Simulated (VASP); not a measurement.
Method: optB86b-vdW, VASP's PBE PAW potentials (set 64) (plane waves; VASP).

The input files of a VASP run:

### POSCAR
```
MoSi2
1.0
 -1.5903420445   1.5903420445   3.8927245589
  1.5903420445  -1.5903420445   3.8927245589
  1.5903420445   1.5903420445  -3.8927245589
Si Mo
2 1
Cartesian
  1.5903420445   1.5903420445   1.2827704854
 -0.0000000000   0.0000000000   2.6099540735
  0.0000000000   0.0000000000   0.0000000000
```

INCAR:
```
SYSTEM = MoSi2
PREC = Accurate
ENCUT = 520
EDIFF = 1E-7
NELM = 100
ALGO = Normal
LREAL = .FALSE.
LASPH = .TRUE.
ISMEAR = 1
SIGMA = 0.1
GGA = MK
PARAM1 = 0.1234
PARAM2 = 1.0
LUSE_VDW = .TRUE.
AGGAC = 0.0
LMAXMIX = 4
LWAVE = .FALSE.
LCHARG = .FALSE.
ISIF = 4
IBRION = 2
NSW = 30
EDIFFG = -0.01
```

KPOINTS:
```
Automatic mesh
0
Gamma
13 13 13
0 0 0
```

POTCAR, in this order: Si Mo_sv (PBE.64 set). Program: vasp_std.

What VASP printed:

### OSZICAR
```
       N       E                     dE             d eps       ncg     rms          rms(c)
DAV:   1     0.132439943118E+03    0.13244E+03   -0.11543E+04  5880   0.140E+03
DAV:   2    -0.157300622861E+02   -0.14817E+03   -0.14612E+03  7070   0.342E+02
DAV:   3    -0.189659486643E+02   -0.32359E+01   -0.31564E+01  7959   0.455E+01
DAV:   4    -0.189816142834E+02   -0.15666E-01   -0.15659E-01  6608   0.369E+00
DAV:   5    -0.189817543539E+02   -0.14007E-03   -0.14007E-03  8057   0.321E-01    0.225E+01
DAV:   6    -0.182918487023E+02    0.68991E+00   -0.67118E+00  6895   0.180E+01    0.515E+00
DAV:   7    -0.181885850098E+02    0.10326E+00   -0.10011E+00  6603   0.651E+00    0.483E+00
DAV:   8    -0.181594206695E+02    0.29164E-01   -0.11183E-01  6909   0.283E+00    0.441E-01
DAV:   9    -0.181591192350E+02    0.30143E-03   -0.22442E-03  7364   0.420E-01    0.238E-01
DAV:  10    -0.181591336761E+02   -0.14441E-04   -0.66264E-04  7056   0.235E-01    0.527E-02
DAV:  11    -0.181591289354E+02    0.47407E-05   -0.20524E-04  7105   0.115E-01    0.356E-02
DAV:  12    -0.181591246761E+02    0.42593E-05   -0.31122E-05  6685   0.408E-02    0.695E-03
DAV:  13    -0.181591243472E+02    0.32886E-06   -0.72348E-07  7077   0.830E-03    0.219E-03
DAV:  14    -0.181591243012E+02    0.45985E-07   -0.93520E-09  3829   0.853E-04
   1 F= -.18159124E+02 E0= -.18159082E+02  d E =-.181591E+02
       N       E                     dE             d eps       ncg     rms          rms(c)
DAV:   1    -0.181607803834E+02   -0.16560E-02   -0.57783E-02  6237   0.233E+00    0.212E-01
DAV:   2    -0.181597232814E+02    0.10571E-02   -0.20123E-03  7448   0.370E-01    0.107E-01
DAV:   3    -0.181594334326E+02    0.28985E-03   -0.79968E-04  7511   0.230E-01    0.409E-02
DAV:   4    -0.181594253169E+02    0.81157E-05   -0.49571E-05  6699   0.548E-02    0.148E-02
DAV:   5    -0.181594243999E+02    0.91697E-06   -0.29345E-06  7140   0.111E-02    0.676E-03
DAV:   6    -0.181594243410E+02    0.58938E-07   -0.50129E-07  7189   0.470E-03
   2 F= -.18159424E+02 E0= -.18159380E+02  d E =-.300040E-03
       N       E                     dE             d eps       ncg     rms          rms(c)
DAV:   1    -0.181595709327E+02   -0.14653E-03   -0.42297E-03  6237   0.631E-01    0.573E-02
DAV:   2    -0.181594941291E+02    0.76804E-04   -0.14517E-04  7462   0.998E-02    0.288E-02
DAV:   3    -0.181594731964E+02    0.20933E-04   -0.58548E-05  7490   0.619E-02    0.110E-02
DAV:   4    -0.181594726033E+02    0.59308E-06   -0.35554E-06  6692   0.146E-02    0.400E-03
DAV:   5    -0.181594725264E+02    0.76922E-07   -0.20259E-07  6148   0.294E-03
   3 F= -.18159473E+02 E0= -.18159431E+02  d E =-.348225E-03
       N       E                     dE             d eps       ncg     rms          rms(c)
DAV:   1    -0.181595364210E+02   -0.63818E-04   -0.24979E-03  6867   0.437E-01    0.372E-02
DAV:   2    -0.181595018928E+02    0.34528E-04   -0.98657E-05  7042   0.769E-02    0.198E-02
DAV:   3    -0.181594937241E+02    0.81687E-05   -0.22232E-05  7343   0.371E-02    0.708E-03
DAV:   4    -0.181594930034E+02    0.72074E-06   -0.28617E-06  7182   0.130E-02    0.288E-03
DAV:   5    -0.181594929508E+02    0.52600E-07   -0.17864E-07  5213   0.285E-03
   4 F= -.18159493E+02 E0= -.18159450E+02  d E =-.204244E-04
```

OUTCAR:
```
------------------------ aborting loop because EDIFF is reached ----------------------------------------
  FORCE on cell =-STRESS in cart. coord.  units (eV):
  Direction    XX          YY          ZZ          XY          YZ          ZX
  --------------------------------------------------------------------------------------
  Total        1.6600258      1.6600258      1.6661109      0.0000000      0.0000000      0.0000000
  in kB       67.5352770     67.5352770     67.7828356      0.0000000      0.0000000      0.0000000
  external PRESSURE =      67.6177965 kB  Pullay stress =       0.0000000 kB
  volume of cell :       39.38
      direct lattice vectors                 reciprocal lattice vectors
    -1.589299916  1.589299916  3.897831273     0.000000000  0.314603930  0.128276461
     1.589299916 -1.589299916  3.897831273     0.314603930  0.000000000  0.128276461
     1.589299916  1.589299916 -3.897831273     0.314603930  0.314603930  0.000000000
 POSITION                                       TOTAL-FORCE (eV/Angst)
 -----------------------------------------------------------------------------------
      0.00000      0.00000      5.18565        -0.000000     -0.000000     -0.002447
      1.58930      1.58930     -1.28782         0.000000      0.000000      0.002447
      0.00000      0.00000      0.00000         0.000000      0.000000     -0.000000
 -----------------------------------------------------------------------------------
    total drift:                               -0.000000     -0.000000     -0.000000
  FREE ENERGIE OF THE ION-ELECTRON SYSTEM (eV)
  ---------------------------------------------------
  free  energy   TOTEN  =       -18.1594929508 eV

  energy  without entropy=      -18.1593628525  energy(sigma->0) =      -18.15944958

 reached required accuracy - stopping structural energy minimisation
```
(Selected blocks of OUTCAR.)

### CONTCAR
```
MoSi2
   1.00000000000000
    -1.5892999158191035    1.5892999158191035    3.8978312727385247
     1.5892999158191035   -1.5892999158191035    3.8978312727385247
     1.5892999158191035    1.5892999158191035   -3.8978312727385247
  Si              Mo
     2     1
Direct
     0.6651972194115435    0.6651972194115435    0.0000000000000000
     0.3348027805884564    0.3348027805884564    1.0000000000000000
     0.0000000000000000    0.0000000000000000    0.0000000000000000
```

The compound is MoSi2 in the MoSi2 type structure. This cell is one point of a volume scan, at 0.97 of the reference volume. Symmetry was kept, so distortions that lower it aren't found.
